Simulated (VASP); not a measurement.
```
RhZr
1.0
    4.60744     0.00000     0.00000
    0.00000     3.08321     0.00000
    0.00000     0.00000     4.83099
Zr Rh
2 2
Direct
  0.75000   0.50000   0.76630
  0.25000   0.50000   0.23370
  0.25000   0.00000   0.71321
  0.75000   0.00000   0.28679
```

Method: PBEsol GGA with spin-orbit coupling, VASP's PBE PAW potentials (set 64) (plane waves; VASP). Settings: 400 eV cut-off, 6×9×6 Γ-centred mesh, Gaussian smearing of 0.050 eV, potentials Zr_sv Rh_pv.

Problem. Predict the energy per atom (σ→0), band gap (over mesh and band path) with the smallest direct gap where there is one.

Solution. 
- band gap (over mesh and band path): none (metal, semimetal or under 0.01 eV)
- energy per atom (σ→0): -9.475 eV/atom

Total energies compare only between runs with the same potentials, cut-off and functional.

The structure comes from a computed database's ZrRh entry (Pmma); how it stands against other phases isn't given here. It was relaxed first.
